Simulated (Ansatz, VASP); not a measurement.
# Cross-check of TePb2O between VASP and Ansatz, part 2 of 2

Aim: how closely do two programs agree when they are given the same cell, functional and k mesh? The cell is invented: As first built, before any earlier steps moved the atoms (in the runner's words): it takes the TePb structure with some of its atoms replaced by other elements, volume scaled by an estimate. It may not be a known or stable phase. The cell is a member of a volume series, scaled by 0.96 from a relaxed one, so a pressure remains.

VASP 6.6.1 and Ansatz 0.2.0.

So far. Step 5 (Ansatz: single point, PBE, volume scaled by 1.04): The run ends at a pressure of -1.48 GPa. Step 6 (VASP: single point, PBE, volume scaled by 1.04): The run ends at a pressure of -1.54 GPa.

### 7. Side by side

Compared:

```tsv
quantity	Ansatz	VASP	difference
pressure (GPa)	-1.48	-1.54	+0.06
pressure without Ansatz's Pulay correction (GPa)	-1.60	-1.54	-0.06
gap on the k mesh (eV)	0.149	0.150	-0.001
```

A gap on the mesh is an upper bound, since the band edges may lie between its points; neither run holds spin-orbit coupling, which can move the band edges of a compound of Pb. Ansatz's pressure holds a Pulay correction of 0.12 GPa; VASP's holds none.

### 8. VASP: single point, PBE, volume scaled by 1.06

With cell and atoms fixed, the geometry can't cause a difference; cores, projectors, grids and the points listed under the comparison can. The cell compared in this pair holds 121.36 Å³, against 119.07 Å³ for the pair before.

The input, INCAR:

```
SYSTEM = TePb2O
PREC = Accurate
ENCUT = 520
EDIFF = 1E-06
NELM = 100
ISMEAR = -1
SIGMA = 0.05
LREAL = .FALSE.
ALGO = Normal
GGA = PE
NBANDS = 26
LORBIT = 11
LWAVE = .FALSE.
LCHARG = .FALSE.
KPAR = 2
ISIF = 2
```

The input, POSCAR:

```
TePb2O
1.0
    4.3982381813      0.0000000000      0.0000000000
    0.0000000000      4.3982381813      0.0000000000
    0.0000000000      0.0000000000      6.2734939805
Pb Te O
2 1 1
Direct
    0.5000000000      0.5000000000      0.5000000000
    0.0000000000      0.0000000000      0.0000000000
    0.0000000000      0.0000000000      0.5000000000
    0.5000000000      0.5000000000      0.0000000000
```

The input, KPOINTS:

```
Automatic mesh
0
Gamma
5 5 4
0 0 0
```

The projector-augmented-wave data sets are Pb_d, Te and O (PBE family, release 64).

Launch:

```
> mpirun -np 2 vasp_std
```

Numbers of over 12 decimals in the logs are rounded to 6 here.

Log:

```text
[... set-up lines as in an earlier step ...]
 entering main loop
       N       E                     dE             d eps       ncg     rms          rms(c)
DAV:   1     0.410669122206E+03    0.41067E+03   -0.18686E+04   936   0.157E+03
DAV:   2     0.312639606341E+02   -0.37941E+03   -0.37064E+03   970   0.409E+02
DAV:   3    -0.172518615390E+02   -0.48516E+02   -0.47504E+02  1282   0.163E+02
DAV:   4    -0.193947076989E+02   -0.21428E+01   -0.21233E+01  1060   0.368E+01
[...]
DAV:  14    -0.159164242896E+02   -0.48385E-05   -0.15458E-05   994   0.236E-02    0.176E-02
DAV:  15    -0.159164208995E+02    0.33900E-05   -0.11711E-05   940   0.114E-02    0.710E-03
DAV:  16    -0.159164201843E+02    0.71520E-06   -0.43905E-06   690   0.631E-03
   1 F= -.15916420E+02 E0= -.15912984E+02  d E =-.687269E-02
```

Parts of OUTCAR (step 8):

```text
  Total       -1.6986653     -1.6986653     -1.6325247      0.0000000     -0.0000000      0.0000000
  in kB      -22.4259800    -22.4259800    -21.5527838      0.0000000     -0.0000000      0.0000000
  external PRESSURE =     -22.1349146 kB  Pullay stress =       0.0000000 kB

 POSITION                                       TOTAL-FORCE (eV/Angst)
 -----------------------------------------------------------------------------------
      2.19912      2.19912      3.13675         0.000000      0.000000      0.000000
      0.00000      0.00000      0.00000         0.000000      0.000000      0.000000
      0.00000      0.00000      3.13675         0.000000      0.000000      0.000000
      2.19912      2.19912      0.00000         0.000000      0.000000      0.000000
 -----------------------------------------------------------------------------------
    total drift:                                0.000000      0.000000      0.000000

  FREE ENERGIE OF THE ION-ELECTRON SYSTEM (eV)
  ---------------------------------------------------
  free  energy   TOTEN  =       -15.9164201843 eV

  energy  without entropy=      -15.9095474944  energy(sigma->0) =      -15.91298384

[... 1 part as in an earlier step ...]

[... 2 further parts left out ...]
[key lines of the parts left out:]
E-fermi :   4.2154
```

The run ends at a pressure of -2.21 GPa.

### 9. Ansatz: single point, PBE, volume scaled by 1.06

The same cell, functional, mesh and smearing now go to Ansatz, which takes its cutoff from its data sets.

The cell is a member of a volume series, scaled by 1.06 from a relaxed one, so a pressure remains.

The input, input.yaml:

```yaml
crystal:
  lattice:
    - [4.3982381813, 0.0, 0.0]
    - [0.0, 4.3982381813, 0.0]
    - [0.0, 0.0, 6.2734939805]
  atoms:
    - { symbol: Pb, position: [0.5, 0.5, 0.5] }
    - { symbol: Pb, position: [0.0, 0.0, 0.0] }
    - { symbol: Te, position: [0.0, 0.0, 0.5] }
    - { symbol: O, position: [0.5, 0.5, 0.0] }
hamiltonian:
  xc: pbe
  pseudopotentials: { kind: paw }
kpoints:
  mp_grid: { grid: [5, 5, 4] }
scf:
  occupations: { method: fermi_dirac, width: 0.05 }
  n_extra_bands: 5
output:
  forces: true
  stress: true
  eigenvalues: true
```

Launch:

```
> ansatz run input.yaml --threads 2 --pin off --max-ram 4608MiB --backend cpu --events-out ev --progress --plain --runs-dir out
```

Log:

```text
[...]
Crystal: 4 atoms, lattice volume = 121.358 Å³
Basis set: ecut = 420 eV, 2405 PW (Γ), exchange–correlation on 60×60×90 points (8 copies of the dense FFT grid, shifted against one another)
Bands: 30, of which v1, the nominal top of the filled ones, is band 25 counted from 1 (24 counted from 0)
Symmetry: 16 space group operations
[...]
k-points: 18 of 100
[...]
k-point 0: bands = [... 21 lower, 4.5180, 6.1115, 6.1115, 6.1267, 10.5666, 11.0496, 11.0918, 11.0918, ... 1 higher]
  k-point 1: bands = [... 21 lower, 4.6006, 6.0223, 6.0223, 6.4623, 9.6891, 10.8140, 10.8140, 11.1314, ... 1 higher]
  k-point 2: bands = [... 21 lower, 5.8569, 5.9187, 5.9187, 6.1667, 8.8724, 9.8009, 10.6019, 10.6019, ... 1 higher]
  k-point 17: bands = [... 21 lower, 5.0831, 5.3181, 6.5037, 6.8034, 8.4931, 9.0626, 9.5891, 9.9533, ... 1 higher]
[key lines of the parts left out:]
SCF converged after 8 iterations
Free energy (F): -31358.378714 eV
Fermi energy:    7.045827 eV
P = ⅓ Tr σ = -2.1542 GPa (-21.542 kbar)
```

Elapsed: 1.2 s, on 2 threads of AMD EPYC 9R14 (Zen 4), shared host; peak memory 0.48 GiB; 2.2 s of CPU time.

The run ends at a pressure of -2.15 GPa.

### 10. Differences

Compared:

```tsv
quantity	Ansatz	VASP	difference
pressure (GPa)	-2.15	-2.21	+0.06
pressure without Ansatz's Pulay correction (GPa)	-2.27	-2.21	-0.06
gap on the k mesh (eV)	0.202	0.203	-0.001
```

A gap on the mesh is an upper bound, since the band edges may lie between its points; neither run holds spin-orbit coupling, which can move the band edges of a compound of Pb. Ansatz's pressure holds a Pulay correction of 0.12 GPa; VASP's holds none.

### 11. Summary of results

| Item | Value |
| --- | --- |
| difference in pressure (single point, PBE, volume scaled by 0.96) | 0.066 GPa |
| difference in gap on the k mesh (single point, PBE, volume scaled by 1.04) | -6.5e-4 eV |
| difference in gap on the k mesh (single point, PBE, volume scaled by 1.06) | -7.9e-4 eV |

What this shows: The difference in pressure is 0.066 GPa (single point, PBE, volume scaled by 0.96), within the 1 GPa picked in this series as the mark of a large difference. How closely two codes agree says nothing of how well the functional describes the real material.

[Lines on the potential files, build, host, timing and source positions are cut from VASP's logs without a mark.]

[Logs are printed without paths, hosts, clocks, repeated set-up lines and the standing remarks that a program may print on its own settings, such as how far it seeks lower states.]

[Hosts, paths, dates, database ids (printed as entryN), source tags and the programs' standing remarks are cut or masked in the printed files.]
